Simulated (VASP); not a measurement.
# H4C: single point with PBEsol

H4C:

```xyz
40
Lattice="7.9581 0.0000 0.0000 0.0000 7.9581 0.0000 0.0000 0.0000 7.9581" Properties=species:S:1:pos:R:3 pbc="T T T"
C     1.8478    5.6171    1.6129
C     2.9363    0.2474    7.1207
C     7.8804    4.1382    7.3045
C     5.0311    0.0352    3.9205
C     3.0562    3.3238    5.5301
C     4.7273    3.1254    3.3413
C     7.1147    6.9737    7.8252
C     7.8192    1.6232    4.0840
H     1.5605    4.8109    2.2874
H     1.5307    6.5717    2.0320
H     1.3697    5.4686    0.6450
H     2.9302    5.6171    1.4872
H     3.5996    0.8665    7.7242
H     2.3576   -0.4069    7.7721
H     3.5284   -0.3559    6.4331
H     2.2597    0.8860    6.5535
H     8.0801    4.3347    8.3575
H     7.1959    3.2950    7.2158
H     8.8146    3.9028    6.7953
H     7.4310    5.0204    6.8492
H     4.9331    0.9064    3.2734
H     5.9675    0.0975    4.4742
H     5.0273   -0.8700    3.3139
H     4.1964    0.0069    4.6204
H     2.9054    2.8898    6.5182
H     3.0561    2.5318    4.7817
H     4.0116    3.8470    5.5051
H     2.2515    4.0265    5.3155
H     4.2577    3.9903    3.8091
H     4.1262    2.8006    2.4924
H     4.7999    2.3151    4.0662
H     5.7253    3.3956    2.9974
H     6.1290    6.5518    7.6308
H     7.0679    8.0592    7.7427
H     7.8263    6.5844    7.0976
H     7.4355    6.6993    8.8298
H     8.5490    2.2350    4.6136
H     7.4100    0.8761    4.7635
H     8.3038    1.1245    3.2450
H     7.0140    2.2572    3.7138
```

The cell was built by a generator and needn't be a form met in nature.

```yaml
Program: VASP 6.6.1
Task: single point
Functional: PBEsol
Potentials_or_basis: VASP PAW PBE potentials, release 64 (C, H)
Cutoff: 520 eV
k_mesh: 1 × 1 × 1
Occupations: fermi-dirac, width 0.05 eV
Spin: no spin polarisation
```

```json
{"Pressure": "2.5 GPa", "Largest force": "0.736 eV/Å", "Band gap on the k mesh": "6.63 eV, direct"}
```

Forces in eV/Å, atoms in the order of the input:
```
C    0.180  0.106  0.047
C   -0.105 -0.070  0.068
C   -0.243 -0.443 -0.228
C   -0.087 -0.457 -0.218
C   -0.324  0.025  0.661
C    0.337  0.531 -0.376
C   -0.110  0.615  0.005
C    0.285  0.153  0.045
H   -0.084 -0.258  0.200
H   -0.050  0.278  0.156
H    0.140  0.104 -0.054
H    0.325  0.000  0.020
H    0.198  0.169  0.158
H   -0.134 -0.174  0.180
H    0.155 -0.169 -0.124
H   -0.176  0.094 -0.129
H   -0.168 -0.107  0.096
H   -0.162 -0.299 -0.068
H    0.202 -0.116 -0.049
H   -0.064 -0.364 -0.109
H    0.080 -0.344 -0.158
H   -0.053 -0.106  0.052
H   -0.007 -0.304 -0.105
H   -0.267  0.001  0.123
H   -0.131 -0.028  0.290
H   -0.144 -0.111  0.059
H    0.013  0.029  0.293
H   -0.206  0.247 -0.095
H    0.135  0.148 -0.413
H   -0.185 -0.120 -0.294
H    0.094  0.399  0.029
H    0.243  0.117 -0.285
H   -0.267 -0.097 -0.073
H   -0.078  0.328  0.048
H    0.152  0.305 -0.030
H    0.067 -0.074  0.196
H    0.239  0.172  0.130
H    0.134 -0.034  0.197
H    0.144 -0.173 -0.237
H   -0.077  0.027 -0.008
```

Stress tensor (GPa, compression positive):
```
 2.44  0.12 -0.50
 0.12  2.95  0.28
-0.50  0.28  1.98
```

Levels at points of the mesh, in eV from the valence-band top:
```csv
k point,band 28,band 29,band 30,band 31,band 32,band 33,band 34,band 35,band 36,band 37
"(0.00, 0.00, 0.00)",-0.50,-0.43,-0.27,-0.16,0.00,6.63,8.45,8.55,8.68,8.90
```

Wall time 44 s on 1 thread of AMD EPYC 9R45 96-Core Processor (Zen 5) (shared host), peak memory 0.4 GiB.

Caveat: the PAW data sets were made with another functional, which shifts forces and pressure a little. As with any semilocal functional, this PBEsol gap is likely too small.
